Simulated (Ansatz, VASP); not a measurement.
# Cu (Cu(100)-(3x1) missing row): VASP beside Ansatz

One calculation is typed for both programs; each brings its own data sets. How far apart do they land? Of the first pair: The structure shown is the start of the Ansatz relaxation below; VASP solves that cell, so the two are compared at the walk's first step.

Main program and level: Ansatz 0.2.0; plane waves, with VASP 6.6.1 beside it; single point at PBE with D3(BJ).

## Step 1: Starting point

The cell holds 11 atoms: 11 Cu. Its edges and angles: a = 7.658 Å, b = 2.553 Å, c = 22.415 Å, α = 90.0°, β = 90.0°, γ = 90.0°. Vacuum lies along c.

## Step 2: Ansatz: relaxation, PBE with D3(BJ)

Ansatz runs on its default PAW (the set named soft_2) files.

The two programs are compared at the cell with which this relaxation starts, whose forces are those of its first step.

Input file input.yaml:

```yaml
crystal:
  lattice:
    - [7.6579664403, 0.0, 0.0]
    - [0.0, 2.5526554801, 0.0]
    - [0.0, 0.0, 22.415]
  atoms:
    - { symbol: Cu, position: [0.16666667, 0.5, 0.3792103502] }
    - { symbol: Cu, position: [0.5, 0.5, 0.3792103502] }
    - { symbol: Cu, position: [0.83333333, 0.5, 0.3792103502] }
    - { symbol: Cu, position: [0.0, 0.0, 0.4597367834] }
    - { symbol: Cu, position: [0.33333333, 0.0, 0.4597367834] }
    - { symbol: Cu, position: [0.66666667, 0.0, 0.4597367834] }
    - { symbol: Cu, position: [0.16666667, 0.5, 0.5402632166] }
    - { symbol: Cu, position: [0.5, 0.5, 0.5402632166] }
    - { symbol: Cu, position: [0.83333333, 0.5, 0.5402632166] }
    - { symbol: Cu, position: [0.0, 0.0, 0.6207896498] }
    - { symbol: Cu, position: [0.33333333, 0.0, 0.6207896498] }
kpoints:
  mp_grid: { grid: [4, 11, 1] }
hamiltonian:
  xc: pbe
  dispersion: d3bj
scf:
  occupations: { method: fermi_dirac, width: 0.1 }
  convergence: { dr2_threshold: 1.0e-08 }
efield:
  axis: 3
  dipole_correction: true
  ramp_position: 0.97
  ramp_width: 0.06
relax:
  f_tol: 0.015
  max_steps: 90
  constraints: [{ sites: [0, 1, 2, 3, 4, 5] }]
output:
  write_potential: true
  write_density: true
  volumetric_format: npy
```

Run with:

```bash
$ ansatz run input.yaml --threads 4 --pin off --max-ram 12288MiB --backend cpu --events-out ev --progress --plain --runs-dir out
```

Numbers of over 12 decimals in the logs are rounded to 6 here.

Log:

```text
Engine: ansatz 0.2.0, aarch64-unknown-linux-gnu
Pseudopotentials: kind: paw
Pseudopotential: Cu, paw, valence charge 19, recommended cutoff 420 eV (normal), Cu.paw.azcp
Functional definition: PBE
  parameter kappa = 0.804
  parameter beta = 0.066725
  exchange = pbe_x(kappa = kappa, mu = beta*pi^2/3)
  correlation = pbe_c(beta = beta)
Crystal: 11 atoms, lattice volume = 438.172 Å³
Basis set: ecut = 420 eV, 8611 PW (Γ), exchange–correlation on 108×36×300 points (8 copies of the dense FFT grid, shifted against one another)
Bands: 126, of which v1, the nominal top of the filled ones, is band 105 counted from 1 (104 counted from 0)
Symmetry: 4 space group operations
Space group: Pmm2 (ITA 25), of the structure as read, at distance tolerance 7.6e-5 Å
k-points: 18 of 44
Non-local potential: Cu, projectors of the file, l = 0: 3, l = 1: 2, l = 2: 3, l = 3: 1
PAW form: soft (Blöchl's): semilocal exchange-correlation on the pseudo side does not see the compensation charge
PAW one-centre angular grid: Cu, 590 points (default); XC on 64 Gauss nodes
Initial density: superposition of atomic densities (neutral atoms: chi_scale 0, normalization atom), corrected by the library's trained network
Initial wavefunctions: pseudopotential atomic-orbital guess
Functional: x = pbe(κ = 0.804, μ = 0.219515), c = pbe(β = 0.066725)
SCF iter   1: F=—  HF=-72877.170598 eV  |F-HF|=—  |Δ(HF+E_count)|=         —  Δρ=2.04e-3  dr2=3.12e-2  ethr=1.77e-3  p=0.020 e·Å  D=8.44e-3 V/Å  ΔV_dip=-0.19 eV  dr2_dipole=3.75e-4  V_vac-E_F(+/−)=4.32/4.51 eV  ⟨swp⟩=7.7  Hψ=9622  notcnv=0  defer=80
efield: sawtooth ramp at fractional position 0.9700 (set: `efield.ramp_position`, or a place that a band, a saddle search or an elastic batch's reference lends), width 0.0600; the density the first Hamiltonian is built on has a dipole p = 0.020 e·Å; the dipole correction subtracts the counter field D = 8.44e-3 V/Å, which shifts the + side's vacuum level by -0.19 eV against the − side's; the planar-averaged density in the ramp window peaks in size at 5.3e-5 e/Å³
preconditioner: auto → LDOS  [metal: Δε(μ)=0.047 eV  Ē_g=7.737 eV  σ=0.100 eV  W_gap=0.12  n_scr=76 (ndim 8)  ℏωp=19.5 eV  f_vac=0.641  D(μ)=3.78/eV (n_scr^D=22)  β→1.0]
SCF iter   2: F=—  HF=-72877.197036 eV  |F-HF|=—  |Δ(HF+E_count)|=   2.64e-2  Δρ=4.43e-3  dr2=5.29e-2  ethr=1.49e-5  p=0.022 e·Å  D=8.93e-3 V/Å  ΔV_dip=-0.20 eV  dr2_dipole=1.02e-8  V_vac-E_F(+/−)=4.34/4.54 eV  ⟨swp⟩=3.1  Hψ=5121  notcnv=0  defer=166
SCF iter   3: F=—  HF=-72877.191382 eV  |F-HF|=—  |Δ(HF+E_count)|=   5.65e-3  Δρ=2.94e-3  dr2=2.04e-2  ethr=1.49e-5  p=0.020 e·Å  D=8.37e-3 V/Å  ΔV_dip=-0.19 eV  dr2_dipole=1.20e-5  V_vac-E_F(+/−)=4.36/4.55 eV  ⟨swp⟩=2.0  Hψ=4093  notcnv=0  defer=166
SCF iter   4: F=—  HF=-72877.186233 eV  |F-HF|=—  |Δ(HF+E_count)|=   5.15e-3  Δρ=4.13e-4  dr2=4.96e-4  ethr=9.76e-6  p=0.021 e·Å  D=8.52e-3 V/Å  ΔV_dip=-0.19 eV  dr2_dipole=9.29e-10  V_vac-E_F(+/−)=4.34/4.53 eV  ⟨swp⟩=2.0  Hψ=3120  notcnv=0  defer=166
SCF iter   5: F=—  HF=-72877.186153 eV  |F-HF|=—  |Δ(HF+E_count)|=   7.99e-5  Δρ=3.16e-4  dr2=3.08e-4  ethr=2.37e-7  p=0.021 e·Å  D=8.60e-3 V/Å  ΔV_dip=-0.19 eV  dr2_dipole=8.15e-8  V_vac-E_F(+/−)=4.34/4.54 eV  ⟨swp⟩=2.7  Hψ=4405  notcnv=0  defer=166
SCF iter   6: F=—  HF=-72877.186120 eV  |F-HF|=—  |Δ(HF+E_count)|=   3.34e-5  Δρ=5.00e-5  dr2=1.42e-5  ethr=1.47e-7  p=0.021 e·Å  D=8.72e-3 V/Å  ΔV_dip=-0.20 eV  dr2_dipole=1.20e-7  V_vac-E_F(+/−)=4.34/4.54 eV  ⟨swp⟩=2.0  Hψ=3074  notcnv=0  defer=166
SCF iter   7: F=—  HF=-72877.186242 eV  |F-HF|=—  |Δ(HF+E_count)|=   1.22e-4  Δρ=5.11e-5  dr2=8.50e-6  ethr=6.79e-9  p=0.021 e·Å  D=8.75e-3 V/Å  ΔV_dip=-0.20 eV  dr2_dipole=1.63e-8  V_vac-E_F(+/−)=4.34/4.54 eV  ⟨swp⟩=2.7  Hψ=3684  notcnv=0  defer=166
SCF iter   8: F=—  HF=-72877.186243 eV  |F-HF|=—  |Δ(HF+E_count)|=   7.49e-7  Δρ=2.07e-5  dr2=1.86e-6  ethr=4.06e-9  p=0.021 e·Å  D=8.77e-3 V/Å  ΔV_dip=-0.20 eV  dr2_dipole=1.07e-7  V_vac-E_F(+/−)=4.34/4.54 eV  ⟨swp⟩=2.0  Hψ=3116  notcnv=0  defer=166
SCF iter   9: F=—  HF=-72877.186243 eV  |F-HF|=—  |Δ(HF+E_count)|=   7.83e-7  Δρ=7.22e-6  dr2=2.82e-7  ethr=8.92e-10  p=0.021 e·Å  D=8.78e-3 V/Å  ΔV_dip=-0.20 eV  dr2_dipole=3.28e-8  V_vac-E_F(+/−)=4.34/4.54 eV  ⟨swp⟩=2.0  Hψ=3118  notcnv=0  defer=166
SCF iter  10: F=—  HF=-72877.186244 eV  |F-HF|=—  |Δ(HF+E_count)|=   4.38e-7  Δρ=5.10e-6  dr2=1.15e-7  ethr=1.35e-10  p=0.021 e·Å  D=8.80e-3 V/Å  ΔV_dip=-0.20 eV  dr2_dipole=1.55e-8  V_vac-E_F(+/−)=4.34/4.54 eV  ⟨swp⟩=2.2  Hψ=3182  notcnv=0  defer=166
SCF iter  11: F=—  HF=-72877.186244 eV  |F-HF|=—  |Δ(HF+E_count)|=   7.00e-8  Δρ=1.70e-6  dr2=1.85e-8  ethr=5.51e-11  p=0.021 e·Å  D=8.80e-3 V/Å  ΔV_dip=-0.20 eV  dr2_dipole=2.11e-9  V_vac-E_F(+/−)=4.34/4.54 eV  ⟨swp⟩=2.0  Hψ=3099  notcnv=0  defer=166
[...]
SCF converged after 8 iterations
Free energy (F): -72877.268614 eV
Harris-Foulkes:  -72877.268614 eV  (|F-HF|=6.89e-8)
Internal energy: -72877.146745 eV  (E = F + TS)
E sigma→0 (E₀):  -72877.207680 eV
Entropy (-TS):   -0.121868 eV (-11.079 meV/atom)
Fermi energy:    1.894611 eV
Dipole field:    D = 0.007733 V/Å  (p = 0.018725 e·Å, saw-weighted, corrected)
Work function:   Φ+ = 4.3460 eV   Φ− = 4.5193 eV
Levels:          The Fermi level and band energies are counted from a zero that moves with the ramp; work functions are not
--- Per-component energies (eV) ---
  E_band       = -7015.140842
  E_kinetic    = 3297.000792
  E_local      = -424626.415749  (includes V_loc(G=0)·N_el)
  E_nonlocal   = 4310.740005
  E_hartree    = 208135.888514
  E_xc         = -976.454947
  E_vxc        = -1259.240563  (∫ρ·V_xc dr)
  E_paw        = -18312.784298  (= ΣΔE_a)
  E_vpaw       = -5009.468970  (= ΣTr[D̂ρ^β])
  E_aug_tail   = 0.003070  (compensation charges beyond the density's cutoff)
  E_efield     = 0.000072  (sawtooth field / dipole correction)
  E_vefield    = 0.453217  (∫n·V_field dr)
  E_ewald      = 155299.134283
  E_disp       = -4.258487  (pairwise vdW)
  E_smearing   = -0.121868  (= −TS)
  E_closure    = -0.000000  (closes the sum)
  Σ components = -72877.268614   (vs F -72877.268614, Δ=0.00e0)
--- Forces (eV/Å), atoms counted from 1 ---
  atom   1  Cu     0.00000000     0.00000000     0.26003209
  atom   2  Cu     0.02631712     0.00000000     0.25506792
  atom   3  Cu    -0.02631712     0.00000000     0.25506792
  atom   4  Cu    -0.09254021     0.00000000    -0.29375846
  atom   5  Cu     0.09254021     0.00000000    -0.29375846
  atom   6  Cu     0.00000000     0.00000000    -0.18205190
  atom   7  Cu     0.00000000     0.00000000    -0.00429513
  atom   8  Cu     0.00156804     0.00000000     0.00008725
  atom   9  Cu    -0.00156804     0.00000000     0.00008725
  atom  10  Cu     0.00326438     0.00000000     0.00174350
  atom  11  Cu    -0.00326438     0.00000000     0.00174350
  max |Σ_I F_I| component: 3.45e-5 eV/Å
--- Band table (eV; the first three rows and the last of 18) ---
  k-point 0: bands = [... 101 lower, 0.4259, 0.4260, 0.4441, 0.4903, 0.5205, 1.5613, 1.9027, 2.2896, ... 17 higher]
  k-point 1: bands = [... 101 lower, 0.3933, 0.4204, 0.4710, 0.6319, 0.7266, 1.9006, 2.1594, 2.6349, ... 17 higher]
  k-point 2: bands = [... 101 lower, 0.4663, 0.5075, 0.6531, 1.0373, 1.3431, 2.6429, 2.7910, 3.4467, ... 17 higher]
  k-point 17: bands = [... 101 lower, 2.0964, 2.5320, 3.0114, 3.1497, 3.3315, 3.9774, 4.3773, 4.9301, ... 17 higher]
--- Relaxed structure (4 steps of the walk, 4 accepted, 0 SCFs on fresh bases) ---
  F+E_penalty+E_count = -72877.26861381 eV   max|allowed force component| = 4.295e-3 eV/Å
  atoms:
    - { symbol: Cu, position: [0.166667, 0.5, 0.3792103502] }
    - { symbol: Cu, position: [0.500000, 0.5, 0.3792103502] }
    - { symbol: Cu, position: [0.833333, 0.5, 0.3792103502] }
    - { symbol: Cu, position: [1.6666666607429389e-9, 0.0, 0.459737] }
    - { symbol: Cu, position: [0.333333, 0.0, 0.459737] }
    - { symbol: Cu, position: [0.666667, 0.0, 0.459737] }
    - { symbol: Cu, position: [0.166667, 0.5, 0.537601] }
    - { symbol: Cu, position: [0.505714, 0.5, 0.540315] }
    - { symbol: Cu, position: [0.827619, 0.5, 0.540315] }
    - { symbol: Cu, position: [0.0029719, 0.0, 0.613679] }
    - { symbol: Cu, position: [0.330361, 0.0, 0.613679] }
```

Reading the cycles: dr2 is the Hartree energy of the density residual (eV), the measure of convergence; HF is the Harris–Foulkes estimate of the energy, which meets the free energy F at convergence.

## Step 3: VASP: single point, PBE with D3(BJ), start cell, pair 1

The same cell, functional, mesh and smearing now go to VASP, with its own data sets.

Lines of VASP's logs that name or quote its potential files are left out, and so is its time.

Input file INCAR:

```
SYSTEM = Cu
PREC = Accurate
ENCUT = 520
EDIFF = 1E-06
NELM = 120
ISMEAR = -1
SIGMA = 0.1
LREAL = .FALSE.
ALGO = Normal
GGA = PE
IVDW = 12
NBANDS = 75
LASPH = .TRUE.
LORBIT = 11
LWAVE = .FALSE.
LCHARG = .FALSE.
ISIF = 2
LDIPOL = .TRUE.
IDIPOL = 3
DIPOL = 0.5 0.5 0.488
LVHAR = .TRUE.
GGA_COMPAT = .FALSE.
NELMDL = -8
KPAR = 2
```

Input file POSCAR:

```
Cu
1.0
    7.6579664403      0.0000000000      0.0000000000
    0.0000000000      2.5526554801      0.0000000000
    0.0000000000      0.0000000000     22.4150000000
Cu
11
Direct
    0.1666667006      0.5000001018      0.3792103502
    0.5000000000      0.5000001018      0.3792103502
    0.8333334012      0.5000001018      0.3792103502
    0.0000000653      0.0000001018      0.4597367834
    0.3333333359      0.0000001018      0.4597367834
    0.6666667006      0.0000001018      0.4597367834
    0.1666667006      0.5000001018      0.5402632166
    0.5000000000      0.5000001018      0.5402632166
    0.8333334012      0.5000001018      0.5402632166
    0.0000000653      0.0000001018      0.6207896498
    0.3333333359      0.0000001018      0.6207896498
```

Input file KPOINTS:

```
Automatic mesh
0
Gamma
4 11 1
0 0 0
```

PAW data sets: Cu (PBE family, release 64).

Run with:

```bash
$ mpirun -np 2 vasp_std
```

Log:

```text
[banner, memory and clock lines left out]
running    2 mpi-ranks, on    1 nodes
 distrk:  each k-point on    1 cores,    2 groups
 distr:  one band on    1 cores,    1 groups

 POSCAR found type information on POSCAR Cu
 POSCAR found :  1 types and      11 ions
 LDA part: xc-table for (Slater+PW92), standard interpolation
 POSCAR, INCAR and KPOINTS ok, starting setup
 FFT: planning ... GRIDC
 FFT: planning ... GRID_SOFT
 FFT: planning ... GRID
 WAVECAR not read
 entering main loop
       N       E                     dE             d eps       ncg     rms          rms(c)
DAV:   1     0.107196468345E+04    0.10720E+04   -0.50201E+04  2700   0.185E+03
DAV:   2     0.731237217890E+02   -0.99884E+03   -0.96542E+03  2700   0.405E+02
DAV:   3    -0.400446398497E+02   -0.11317E+03   -0.10557E+03  2834   0.191E+02
DAV:   4    -0.452876367280E+02   -0.52430E+01   -0.51486E+01  3013   0.548E+01
DAV:   5    -0.454262862309E+02   -0.13865E+00   -0.13829E+00  3245   0.717E+00
DAV:   6    -0.454324473390E+02   -0.61611E-02   -0.61580E-02  3378   0.121E+00
DAV:   7    -0.454327951074E+02   -0.34777E-03   -0.34774E-03  3666   0.256E-01
DAV:   8    -0.454328068576E+02   -0.11750E-04   -0.11750E-04  3413   0.387E-02    0.233E+01
DAV:   9    -0.411957544875E+02    0.42371E+01   -0.98195E+01  2965   0.122E+02    0.128E+01
DAV:  10    -0.371793832495E+02    0.40164E+01   -0.18797E+01  3206   0.712E+01    0.337E+00
DAV:  11    -0.372277943630E+02   -0.48411E-01   -0.34900E+00  3144   0.387E+01    0.146E+00
DAV:  12    -0.372642913133E+02   -0.36497E-01   -0.10656E+00  3360   0.129E+01    0.225E+00
DAV:  13    -0.372204829928E+02    0.43808E-01   -0.15546E-01  3148   0.897E+00    0.167E+00
DAV:  14    -0.371879317850E+02    0.32551E-01   -0.39630E-01  3116   0.951E+00    0.704E-01
[...]
DAV:  26    -0.371762886659E+02   -0.19447E-04   -0.37178E-06  2438   0.294E-02    0.377E-03
DAV:  27    -0.371763070700E+02   -0.18404E-04   -0.19600E-06  1892   0.178E-02    0.101E-03
DAV:  28    -0.371763117826E+02   -0.47126E-05   -0.67357E-07  1839   0.781E-03    0.959E-04
DAV:  29    -0.371763152113E+02   -0.34287E-05   -0.35439E-07  1797   0.698E-03    0.399E-04
DAV:  30    -0.371763170381E+02   -0.18267E-05   -0.19497E-07  1784   0.425E-03    0.508E-04
DAV:  31    -0.371763194734E+02   -0.24354E-05   -0.89770E-08  1762   0.330E-03    0.458E-04
DAV:  32    -0.371763207416E+02   -0.12681E-05   -0.64388E-08  1726   0.293E-03    0.335E-04
DAV:  33    -0.371763212949E+02   -0.55333E-06   -0.26039E-08  1694   0.166E-03
   1 F= -.41379058E+02 E0= -.41318305E+02  d E =-.121507E+00
```

Parts of OUTCAR (step 3):

```text
ion  position               nearest neighbor table
   1  0.167  0.500  0.379-   3 2.55   2 2.55   4 2.55   4 2.55   5 2.55   5 2.55
   2  0.500  0.500  0.379-   1 2.55   5 2.55   5 2.55   6 2.55   6 2.55   3 2.55
   3  0.833  0.500  0.379-   1 2.55   4 2.55   4 2.55   6 2.55   6 2.55   2 2.55
   4  0.000  0.000  0.460-   5 2.55   1 2.55   1 2.55   7 2.55   7 2.55   3 2.55   3 2.55   9 2.55
                             9 2.55   6 2.55
   5  0.333  0.000  0.460-   4 2.55   1 2.55   1 2.55   7 2.55   7 2.55   2 2.55   2 2.55   8 2.55
                             8 2.55   6 2.55
   6  0.667  0.000  0.460-   2 2.55   2 2.55   3 2.55   3 2.55   8 2.55   8 2.55   9 2.55   9 2.55
                             5 2.55   4 2.55
   7  0.167  0.500  0.540-   9 2.55   8 2.55  10 2.55  10 2.55  11 2.55  11 2.55   4 2.55   4 2.55
                             5 2.55   5 2.55
   8  0.500  0.500  0.540-   7 2.55  11 2.55  11 2.55   5 2.55   5 2.55   6 2.55   6 2.55   9 2.55

  LATTYP: Found a simple orthorhombic cell.
 ALAT       =     2.5526554801
 B/A-ratio  =     3.0000000000
 C/A-ratio  =     8.7810518007

 Subroutine GETGRP returns: Found  4 space group operations
 (whereof  2 operations were pure point group operations)

The static configuration has the point symmetry C_1h.
 The point group associated with its full space group is C_2v.

 Found     18 irreducible k-points:

   k-points           NKPTS =     18   k-points in BZ     NKDIM =     18   number of bands    NBANDS=     75

   dimension x,y,z NGX =    60 NGY =   20 NGZ =  168
   dimension x,y,z NGXF=   120 NGYF=   40 NGZF=  336

   ENCUT  =  520.0 eV  38.22 Ry    6.18 a.u.  14.24  4.75 41.68*2*pi/ulx,y,z

   NELECT =     121.0000    total number of electrons

 k-points in reciprocal lattice and weights: Automatic mesh
   0.00000000  0.00000000  0.00000000       0.023
   0.25000000  0.00000000  0.00000000       0.045
   0.50000000  0.00000000  0.00000000       0.023
   0.00000000  0.09090909  0.00000000       0.045
   0.25000000  0.09090909  0.00000000       0.091
   0.50000000  0.09090909  0.00000000       0.045
   0.00000000  0.18181818  0.00000000       0.045
   0.25000000  0.18181818  0.00000000       0.091
   0.50000000  0.18181818  0.00000000       0.045
[...]
0.25000000  0.45454545  0.00000000       0.091
   0.50000000  0.45454545  0.00000000       0.045

 dipolmoment           0.000000      0.000000     -0.021035 electrons x Angstroem

 average (electrostatic) potential at core
       1 -71.7092       2 -71.7051       3 -71.7051       4 -72.1257       5 -72.1257
       6 -72.1463       7 -72.1058       8 -71.9249       9 -71.9249      10 -71.5695
      11 -71.5695

 E-fermi :  -0.8232

 k-point     1 :       0.0000    0.0000    0.0000
  band No.  band energies     occupation
    ...
     60      -2.2947      2.00000
     61      -2.2388      2.00000
     62      -2.2151      2.00000
     63      -1.1867      1.94862
     64      -0.8838      1.29439
     65      -0.3578      0.01888
     66       0.5804      0.00000
     67       1.3782      0.00000
     68       2.0717      0.00000
     69       3.3948      0.00000
    ...

 k-point     2 :       0.2500    0.0000    0.0000
  band No.  band energies     occupation
    ...
     60      -2.2062      2.00000
     61      -2.0301      1.99999
     62      -1.7993      1.99988
     63      -1.4728      1.99699
     64      -0.7395      0.60449
     65       0.0552      0.00031
     66       0.5486      0.00000
     67       0.7914      0.00000
     68       1.2709      0.00000
     69       2.7382      0.00000
    ...

 k-point     3 :       0.5000    0.0000    0.0000
  band No.  band energies     occupation
    ...
     60      -2.1974      2.00000
     61      -1.9815      1.99998
     62      -1.0878      1.86755
     63      -0.9150      1.42940
     64      -0.8510      1.13822
     65      -0.4756      0.06004
     66       0.2048      0.00007
     67       0.3533      0.00002
     68       1.4247      0.00000
     69       2.1712      0.00000
    ...

 Edisp (eV)   -4.20274

  Total      -7.26218    -7.48269    -3.42674     0.00000     0.00000     0.00000
  in kB     -26.55420   -27.36051   -12.52991     0.00000     0.00000     0.00000
  external pressure =      -22.15 kB  Pullay stress =        0.00 kB

  energy-cutoff  :      520.00
  volume of cell :      438.17
      direct lattice vectors                 reciprocal lattice vectors
     7.657966440  0.000000000  0.000000000     0.130582970  0.000000000  0.000000000
     0.000000000  2.552655480  0.000000000     0.000000000  0.391748909  0.000000000
     0.000000000  0.000000000 22.415000000     0.000000000  0.000000000  0.044612982

 POSITION                                       TOTAL-FORCE (eV/Angst)
 -----------------------------------------------------------------------------------
      1.27633      1.27633      8.50000         0.000000      0.000000      0.225934
      3.82898      1.27633      8.50000         0.026712      0.000000      0.225982
      6.38164      1.27633      8.50000        -0.026712      0.000000      0.225982
      0.00000      0.00000     10.30500         0.030512      0.000000     -0.194405
      2.55266      0.00000     10.30500        -0.030512      0.000000     -0.194405
      5.10531      0.00000     10.30500         0.000000      0.000000     -0.041585
      1.27633      1.27633     12.11000         0.000000      0.000000      0.231466
      3.82898      1.27633     12.11000         0.126124      0.000000      0.216524
      6.38164      1.27633     12.11000        -0.126124      0.000000      0.216524
      0.00000      0.00000     13.91500         0.144652      0.000000     -0.456008
      2.55266      0.00000     13.91500        -0.144652      0.000000     -0.456008
 -----------------------------------------------------------------------------------
    total drift:                               -0.000000     -0.000372     -0.000934

  FREE ENERGIE OF THE ION-ELECTRON SYSTEM (eV)
  ---------------------------------------------------
  free  energy   TOTEN  =       -41.3790579867 eV

  energy  without entropy=      -41.2575514816  energy(sigma->0) =      -41.31830473

 vacuum level on the upper side and lower side of the slab         3.498         3.693

 total charge
# of ion       s       p       d       tot
------------------------------------------
    1        0.441   0.258   9.211   9.910
    2        0.442   0.261   9.206   9.909
    3        0.442   0.261   9.206   9.909
    4        0.442   0.377   9.179   9.998
    5        0.442   0.377   9.179   9.998
    6        0.446   0.381   9.170   9.997
    7        0.439   0.377   9.180   9.996
    8        0.441   0.328   9.180   9.950
    9        0.441   0.328   9.180   9.950
   10        0.446   0.219   9.226   9.891
   11        0.446   0.219   9.226   9.891
--------------------------------------------------
tot          4.868   3.387 101.143 109.398

[... 3 further parts left out ...]
```

This run has no spin polarisation. Its electron count is odd, so without a moment it is a metal by construction. Dispersion corrections of this kind ignore metallic screening and tend to overbind metals.

(Continued in part 2 of 2.)

[Lines on the potential files, build, host, timing and source positions are cut from VASP's logs without a mark.]

[Logs are printed without paths, hosts, clocks, repeated set-up lines and the standing remarks that a program may print on its own settings, such as how far it seeks lower states.]

[Hosts, paths, dates, database ids (printed as entryN), source tags and the programs' standing remarks are cut or masked in the printed files.]
